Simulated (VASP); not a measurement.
Calculation: MS2 meta-GGA, VASP's PBE PAW potentials (set 64) (plane waves; VASP).

The input files of a VASP run:

### INCAR
```
IBRION = 2   # conjugate gradients
NSW = 60   # most ionic steps
SYSTEM = Li
NELM = 100   # most electronic steps
PREC = Accurate
LMIXTAU = .TRUE.
SIGMA = 0.1
EDIFFG = -0.01
ISMEAR = 1   # Methfessel-Paxton
LREAL = .FALSE.   # projection in real space or not
LCHARG = .FALSE.
LWAVE = .FALSE.
METAGGA = MS2
EDIFF = 1E-6
ALGO = Normal
ENCUT = 520
ISIF = 3
LASPH = .TRUE.   # aspherical one-centre terms
```

File KPOINTS:
```
Automatic mesh
0
Gamma
13 13 13
0 0 0
```

### POSCAR
```
Li
1
   -1.7450000000     1.7450000000     1.7450000000
    1.7450000000    -1.7450000000     1.7450000000
    1.7450000000     1.7450000000    -1.7450000000
Li
1
Direct
  0.0000000000   0.0000000000   0.0000000000
```

POTCAR, in this order: Li_sv (PBE.64 set). Program: vasp_std.

Output

**OSZICAR**
```
       N       E                     dE             d eps       ncg     rms          rms(c)
DAV:   1    -0.861206721493E+00   -0.86121E+00   -0.69871E+02   845   0.411E+02
DAV:   2    -0.319575124200E+01   -0.23345E+01   -0.22641E+01  1200   0.586E+01
DAV:   3    -0.328593756286E+01   -0.90186E-01   -0.90175E-01  1035   0.823E+00
DAV:   4    -0.328848703074E+01   -0.25495E-02   -0.25413E-02  1140   0.123E+00
DAV:   5    -0.328851969393E+01   -0.32663E-04   -0.32663E-04  1025   0.112E-01    0.323E-01
DAV:   6    -0.274854986460E+01    0.53997E+00   -0.27527E-01  1245   0.640E+00    0.177E-01
DAV:   7    -0.292284711249E+01   -0.17430E+00   -0.81778E-02   940   0.308E+00    0.910E-02
DAV:   8    -0.274312589010E+01    0.17972E+00   -0.26700E-02   840   0.203E+00    0.297E-02
DAV:   9    -0.274210401618E+01    0.10219E-02   -0.12058E-03  1025   0.345E-01    0.748E-03
DAV:  10    -0.274433532106E+01   -0.22313E-02   -0.10861E-03   845   0.328E-01    0.782E-03
DAV:  11    -0.274653437293E+01   -0.21991E-02   -0.11156E-03   840   0.242E-01    0.126E-02
DAV:  12    -0.274676897489E+01   -0.23460E-03   -0.70818E-05  1110   0.684E-02    0.165E-02
DAV:  13    -0.274757216445E+01   -0.80319E-03   -0.12043E-03   840   0.228E-01    0.213E-02
DAV:  14    -0.274749228744E+01    0.79877E-04   -0.13491E-04   840   0.120E-01    0.219E-02
DAV:  15    -0.274747712762E+01    0.15160E-04   -0.20959E-05   860   0.522E-02    0.226E-02
DAV:  16    -0.274738191221E+01    0.95215E-04   -0.75786E-05   845   0.657E-02    0.233E-02
DAV:  17    -0.274745855302E+01   -0.76641E-04   -0.33686E-05   840   0.399E-02    0.223E-02
DAV:  18    -0.274757282434E+01   -0.11427E-03   -0.25449E-04   840   0.144E-01    0.172E-02
DAV:  19    -0.274753918049E+01    0.33644E-04   -0.31127E-05   840   0.400E-02    0.172E-02
DAV:  20    -0.274754633999E+01   -0.71595E-05   -0.10644E-06   850   0.103E-02    0.185E-02
DAV:  21    -0.274755043340E+01   -0.40934E-05   -0.51829E-07   875   0.757E-03    0.191E-02
DAV:  22    -0.274755668386E+01   -0.62505E-05   -0.55086E-07   870   0.545E-03    0.198E-02
DAV:  23    -0.274757020250E+01   -0.13519E-04   -0.64548E-06   840   0.187E-02    0.177E-02
DAV:  24    -0.274760319128E+01   -0.32989E-04   -0.48130E-05   840   0.538E-02    0.124E-02
DAV:  25    -0.274761007236E+01   -0.68811E-05   -0.35257E-05   840   0.459E-02    0.730E-03
DAV:  26    -0.274761177943E+01   -0.17071E-05   -0.14584E-05   855   0.286E-02    0.362E-03
DAV:  27    -0.274760848343E+01    0.32960E-05   -0.72497E-06   845   0.188E-02    0.864E-04
DAV:  28    -0.274761053945E+01   -0.20560E-05   -0.97529E-07  1045   0.831E-03    0.520E-04
DAV:  29    -0.274761149307E+01   -0.95362E-06   -0.40055E-08   435   0.239E-03
   1 F= -.27476115E+01 E0= -.27475942E+01  d E =-.274761E+01
       N       E                     dE             d eps       ncg     rms          rms(c)
DAV:   1    -0.275051338532E+01   -0.29028E-02   -0.41813E-02  1355   0.195E+00    0.419E-01
DAV:   2    -0.274916805193E+01    0.13453E-02   -0.82080E-03   845   0.846E-01    0.257E-01
DAV:   3    -0.274205312263E+01    0.71149E-02   -0.12291E-02   840   0.109E+00    0.226E-02
DAV:   4    -0.275051101567E+01   -0.84579E-02   -0.80480E-03   840   0.849E-01    0.409E-02
DAV:   5    -0.275039425799E+01    0.11676E-03   -0.38588E-04  1075   0.194E-01    0.402E-02
DAV:   6    -0.275011511213E+01    0.27915E-03   -0.10574E-04   840   0.123E-01    0.417E-02
DAV:   7    -0.275008679680E+01    0.28315E-04   -0.54176E-06   865   0.210E-02    0.428E-02
DAV:   8    -0.274936571709E+01    0.72108E-03   -0.32398E-04   840   0.224E-01    0.424E-02
DAV:   9    -0.274956140947E+01   -0.19569E-03   -0.55645E-05   840   0.734E-02    0.439E-02
DAV:  10    -0.275028652017E+01   -0.72511E-03   -0.43638E-04   840   0.243E-01    0.427E-02
DAV:  11    -0.275014543594E+01    0.14108E-03   -0.82504E-04   840   0.237E-01    0.289E-02
DAV:  12    -0.275040181146E+01   -0.25638E-03   -0.32956E-04   840   0.168E-01    0.214E-02
DAV:  13    -0.275049108718E+01   -0.89276E-04   -0.50960E-05   860   0.718E-02    0.176E-02
DAV:  14    -0.275047268817E+01    0.18399E-04   -0.36533E-06   860   0.240E-02    0.147E-02
DAV:  15    -0.275049505189E+01   -0.22364E-04   -0.13049E-06   840   0.137E-02    0.121E-02
DAV:  16    -0.275050117829E+01   -0.61264E-05   -0.18100E-06   910   0.125E-02    0.660E-03
DAV:  17    -0.275051462753E+01   -0.13449E-04   -0.13921E-06  1005   0.109E-02    0.242E-03
DAV:  18    -0.275052045401E+01   -0.58265E-05   -0.54777E-07   875   0.840E-03    0.113E-03
DAV:  19    -0.275052761597E+01   -0.71620E-05   -0.63106E-07   860   0.816E-03    0.478E-04
DAV:  20    -0.275053060786E+01   -0.29919E-05   -0.30468E-07   865   0.651E-03    0.790E-04
DAV:  21    -0.275053270344E+01   -0.20956E-05   -0.19655E-07   840   0.554E-03    0.438E-04
DAV:  22    -0.275053085308E+01    0.18504E-05   -0.50779E-08   585   0.247E-03    0.268E-04
DAV:  23    -0.275053058711E+01    0.26597E-06   -0.11248E-08   420   0.106E-03
   2 F= -.27505306E+01 E0= -.27505133E+01  d E =-.291909E-02
       N       E                     dE             d eps       ncg     rms          rms(c)
DAV:   1    -0.275148667289E+01   -0.95582E-03   -0.18982E-01  1290   0.439E+00    0.882E-01
DAV:   2    -0.275057441214E+01    0.91226E-03   -0.37337E-02   845   0.183E+00    0.555E-01
DAV:   3    -0.272393934404E+01    0.26635E-01   -0.50844E-02   845   0.234E+00    0.657E-02
DAV:   4    -0.275177278067E+01   -0.27833E-01   -0.38882E-02   840   0.177E+00    0.918E-02
DAV:   5    -0.275130901257E+01    0.46377E-03   -0.13450E-03  1040   0.369E-01    0.849E-02
DAV:   6    -0.275025404238E+01    0.10550E-02   -0.62297E-04   840   0.327E-01    0.860E-02
DAV:   7    -0.275006172277E+01    0.19232E-03   -0.20377E-05  1000   0.470E-02    0.883E-02
DAV:   8    -0.275040831468E+01   -0.34659E-03   -0.18165E-04   840   0.113E-01    0.679E-02
DAV:   9    -0.275244119142E+01   -0.20329E-02   -0.33106E-03   845   0.556E-01    0.156E-02
DAV:  10    -0.275247613071E+01   -0.34939E-04   -0.12406E-04  1035   0.889E-02    0.595E-03
DAV:  11    -0.275269242221E+01   -0.21629E-03   -0.12848E-04   845   0.111E-01    0.179E-02
DAV:  12    -0.275276112017E+01   -0.68698E-04   -0.29570E-05   860   0.565E-02    0.316E-02
DAV:  13    -0.275279103135E+01   -0.29911E-04   -0.52486E-06   860   0.281E-02    0.338E-02
DAV:  14    -0.275276532049E+01    0.25711E-04   -0.62848E-06   855   0.210E-02    0.281E-02
DAV:  15    -0.275276222161E+01    0.30989E-05   -0.53726E-06   840   0.197E-02    0.235E-02
DAV:  16    -0.275274354465E+01    0.18677E-04   -0.10473E-06   850   0.119E-02    0.222E-02
DAV:  17    -0.275274568503E+01   -0.21404E-05   -0.16668E-07   825   0.512E-03    0.224E-02
DAV:  18    -0.275273569008E+01    0.99949E-05   -0.15183E-06   840   0.133E-02    0.186E-02
DAV:  19    -0.275272561247E+01    0.10078E-04   -0.76781E-07   940   0.847E-03    0.164E-02
DAV:  20    -0.275269593977E+01    0.29673E-04   -0.57803E-06   855   0.275E-02    0.706E-03
DAV:  21    -0.275267888334E+01    0.17056E-04   -0.27319E-06  1045   0.155E-02    0.138E-03
DAV:  22    -0.275267334648E+01    0.55369E-05   -0.25040E-07   845   0.745E-03    0.185E-04
DAV:  23    -0.275267139566E+01    0.19508E-05   -0.49401E-08   480   0.293E-03    0.114E-04
DAV:  24    -0.275267071480E+01    0.68085E-06   -0.18277E-08   420   0.204E-03
   3 F= -.27526707E+01 E0= -.27526556E+01  d E =-.505922E-02
```

### OUTCAR
```
------------------------ aborting loop because EDIFF is reached ----------------------------------------
  FORCE on cell =-STRESS in cart. coord.  units (eV):
  Direction    XX          YY          ZZ          XY          YZ          ZX
  --------------------------------------------------------------------------------------
  Total        0.0002871      0.0002871      0.0002871      0.0000000     -0.0000000      0.0000000
  in kB        0.0231152      0.0231152      0.0231152      0.0000000     -0.0000000      0.0000000
  external PRESSURE =       0.0231152 kB  Pullay stress =       0.0000000 kB
  volume of cell :       19.90
      direct lattice vectors                 reciprocal lattice vectors
    -1.707059209  1.707059209  1.707059209     0.000000000  0.292901381  0.292901381
     1.707059209 -1.707059209  1.707059209     0.292901381  0.000000000  0.292901381
     1.707059209  1.707059209 -1.707059209     0.292901381  0.292901381  0.000000000
 POSITION                                       TOTAL-FORCE (eV/Angst)
 -----------------------------------------------------------------------------------
      0.00000      0.00000      0.00000        -0.000000      0.000000     -0.000000
 -----------------------------------------------------------------------------------
    total drift:                               -0.000000      0.000000      0.000000
  FREE ENERGIE OF THE ION-ELECTRON SYSTEM (eV)
  ---------------------------------------------------
  free  energy   TOTEN  =        -2.7526707148 eV

  energy  without entropy=       -2.7526253315  energy(sigma->0) =       -2.75265559

 reached required accuracy - stopping structural energy minimisation
```
(Selected blocks of OUTCAR.)

File CONTCAR:
```
Li
   1.00000000000000
    -1.7070592092915595    1.7070592092915595    1.7070592092915595
     1.7070592092915595   -1.7070592092915595    1.7070592092915595
     1.7070592092915595    1.7070592092915595   -1.7070592092915595
  Li
     1
Direct
     0.0000000000000000    0.0000000000000000    0.0000000000000000
```

**OUTCAR**
```
 val. band max:        0.6786460046   @ k =  -0.3846   0.4615   0.0769

 cond. band min:       0.7217508634   @ k =   0.4615   0.0000   0.0000


 Fermi energy:         0.7149136819

 k-point     1 :       0.0000    0.0000    0.0000
  band No.  band energies     occupation
      1     -47.0441      2.00000
      2      -3.0837      2.00000
      3      16.1411      0.00000
      4      16.1417      0.00000
      5      16.1417      0.00000

 k-point     2 :       0.0769    0.0000    0.0000
  band No.  band energies     occupation
      1     -47.0426      2.00000
      2      -2.9659      2.00000
      3      15.3245      0.00000
      4      15.5719      0.00000
      5      15.9310      0.00000

 k-point     3 :       0.1538    0.0000    0.0000
  band No.  band energies     occupation
      1     -47.0395      2.00000
      2      -2.6124      2.00000
      3      13.1013      0.00000
      4      14.4900      0.00000
      5      15.3540      0.00000

 k-point     4 :       0.2308    0.0000    0.0000
  band No.  band energies     occupation
      1     -47.0350      2.00000
      2      -2.0239      2.00000
      3      10.4884      0.00000
      4      13.4544      0.00000
      5      14.6162      0.00000

 k-point     5 :       0.3077    0.0000    0.0000
  band No.  band energies     occupation
      1     -47.0303      2.00000
      2      -1.2096      2.00000
      3       8.0249      0.00000
      4      12.6292      0.00000
      5      13.9375      0.00000

 k-point     6 :       0.3846    0.0000    0.0000
  band No.  band energies     occupation
      1     -47.0263      2.00000
      2      -0.2155      2.00000
      3       5.8972      0.00000
      4      12.0648      0.00000
      5      13.4419      0.00000

 k-point     7 :       0.4615    0.0000    0.0000
  band No.  band energies     occupation
      1     -47.0241      2.00000
      2       0.7218      0.88458
      3       4.3855      0.00000
...
```

Energy and stress use the plane-wave basis of the starting cell.

The compound is Li in the bcc structure. This run relaxes it. Symmetry was kept, so distortions that lower it aren't found.
